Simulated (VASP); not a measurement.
I3Ga: relaxation of the atoms with PBE

The system is I3Ga, in a box.

```
I Ga
1.0
    12.00000    0.00000    0.00000
     0.00000   14.00000    0.00000
     0.00000    0.00000   12.00000
I Ga
3 1
Direct
  0.62362 0.47930 0.62505
  0.37717 0.35581 0.41455
  0.45963 0.64961 0.37948
  0.48788 0.49276 0.47450
```

The cell isn't the ideal one: atoms moved at random, drawn with an rms of 0.02 Å.

```json
{
  "Program": "VASP 6.6.1",
  "Task": "relaxation of the atoms",
  "Functional": "PBE",
  "Potentials or basis": "VASP PAW PBE potentials, release 64 (I, Ga_d)",
  "Cutoff": "520 eV",
  "k mesh": "1 × 1 × 1",
  "Occupations": "gaussian, width 0.01 eV",
  "Spin": "no spin polarisation",
  "Further INCAR settings": "ALGO = Normal; EDIFF = 1e-07; IBRION = 2; EDIFFG = -0.01; NSW = 60"
}
```

The energy gained by relaxing is 6.4 meV/atom. The ionic steps are 13, the largest force after relaxing is 0.005 eV/Å and the gap between the frontier levels is 3.10 eV.

Forces on the atoms (eV/Å):
```
I   -0.004  0.000 -0.003
I    0.002  0.003  0.002
I    0.001 -0.003  0.003
Ga   0.001  0.000 -0.002
```

Step by step:
```
step  energy change (eV)  largest force (eV/Å)  pressure (GPa)
   1              0.0000                0.5612            0.07
   2             -0.0221                0.2147            0.03
   3             -0.0222                0.2337            0.03
   4             -0.0250                0.0744            0.01
   5             -0.0253                0.0212            0.00
   6             -0.0253                0.0182            0.00
   7             -0.0254                0.0114            0.00
   8             -0.0254                0.0193            0.00
   9             -0.0254                0.0179            0.00
  10             -0.0254                0.0136            0.00
  11             -0.0255                0.0171            0.00
  12             -0.0255                0.0138            0.00
  13             -0.0255                0.0046            0.00
```

Final structure:
```yaml
crystal:
  lattice:
    - [12.00000, 0.00000, 0.00000]
    - [0.00000, 14.00000, 0.00000]
    - [0.00000, 0.00000, 12.00000]
  atoms:
    - { symbol: I, position: [0.62545, 0.47894, 0.62698] }
    - { symbol: I, position: [0.37583, 0.35314, 0.41408] }
    - { symbol: I, position: [0.45996, 0.65101, 0.37905] }
    - { symbol: Ga, position: [0.48706, 0.49437, 0.47347] }
```

Levels at points of the mesh, in eV from the valence-band top:
```tsv
k point	band 14	band 15	band 16	band 17	band 18	band 19	band 20	band 21
(0.00, 0.00, 0.00)	-0.34	-0.31	-0.31	0.00	3.10	3.92	5.82	6.16
```

It took 10 min on 1 thread of AMD EPYC 9R45 96-Core Processor (Zen 5), on a shared host, peak memory 1.7 GiB.

Caveat: spin-orbit coupling is left out, which moves the levels of the heavy elements.
